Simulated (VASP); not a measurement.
Energy against volume of CsPbCl3 (cubic perovskite). All values below come from vdW-DF2, VASP's PBE PAW potentials (set 64) (plane waves; VASP). Settings: 520 eV cut-off, 4×4×4 Γ-centred mesh, Gaussian smearing of 0.050 eV, potentials Cs_sv Pb_d Cl.

| V (Å³/atom) | E (eV/atom) |
|---|---|
| 37.639 | -1.43689 |
| 38.803 | -1.44029 |
| 39.967 | -1.43870 |
| 41.131 | -1.43279 |

Task: Fit these four points and predict the energy of the run at 36.475 Å³/atom.

Result: A cubic in V^(−2/3), the third-order Birch-Murnaghan form, passes through the four points with V0 = 38.99 Å³/atom and B0 = 22 GPa, and gives -1.4277 eV/atom there. The run gave -1.4275 eV/atom, +0.2 meV/atom from the fit; all five points give B0 = 23 GPa.

The compound is CsPbCl3 in the cubic perovskite structure, the ideal cubic form; the compound distorts at low or room temperature. It was relaxed first, which changed the volume by +10 %.
